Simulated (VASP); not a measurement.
A run of VASP 6.6.1 is set up as follows.

INCAR

```
SYSTEM = B9W
PREC = Accurate
ENCUT = 520
EDIFF = 1E-7
ISMEAR = -1
SIGMA = 0.05
LREAL = Auto
LASPH = .True.
NELM = 100
ALGO = Normal
ISIF = 2
LWAVE = .False.
LCHARG = .False.
GGA = PE
ISYM = 0
NBANDS = 57
```

File KPOINTS:

```
Automatic mesh
0
Gamma
  1 1 1
  0.25 0.25 0.25
```

File POSCAR:

```
B9W
1.0
    5.2893000000      0.0549780000     -0.1542150000
    0.0549780000      5.6170210000     -0.0299570000
   -0.1542150000     -0.0299570000      5.3834570000
B W
18 2
Direct
    1.0149593832      0.7608093150      0.7976879031
    0.5207251573      0.5886076285      0.4825862915
    0.3835649227      0.8087972227      0.2514476484
    0.5050227211      0.6350097777      0.7953198227
    1.0197282984      0.8308803679      0.4849984095
    0.2545485352      0.6406166661      0.9664130606
    0.9165134450      0.5560694351      0.3535658022
    0.5217954857      0.3503270958      0.7147887388
    0.2459417311      0.5494187767      0.2563404597
    0.6069071009      0.0193367917      0.1305438960
    0.7403028019      0.7751347145      0.9388902906
    0.7648440362      0.3275128306      0.5036900499
    0.3974496429      0.2814882819      0.3975557418
    0.2369426576      0.2384894794      0.0955385250
    0.7091642489      0.7951804970      0.2999960781
    0.1795339998      0.0497644665      0.3493832364
    0.8437030298      0.0748924949      0.3651841590
    0.0024080569      0.4988368785      0.0293291123
    0.8834729490      0.1413841283      0.9026001740
    0.3464156381      0.0110409047      0.7467447478
```

Potentials or basis: VASP PAW PBE potentials, release 64 (B, W_sv).

Run with:

```bash
$ cat potpaw_PBE.64/B/POTCAR potpaw_PBE.64/W_sv/POTCAR > POTCAR
$ mpirun -np 1 vasp_std > vasp.out
```

Question: What does it give for the band gap on the k mesh?

Answer: 0.81 eV, direct.

Question: What does it give for the largest force?

Answer: 2.395 eV/Å.

Question: Estimate the pressure.

Answer: 6.4 GPa.

Stress tensor (GPa, compression positive):
```
 9.05  7.72 -5.55
 7.72 11.22  8.11
-5.55  8.11 -0.95
```

Caveat: spin-orbit coupling is left out, which moves the levels of the heavy elements. As with any semilocal functional, this PBE gap is likely too small.
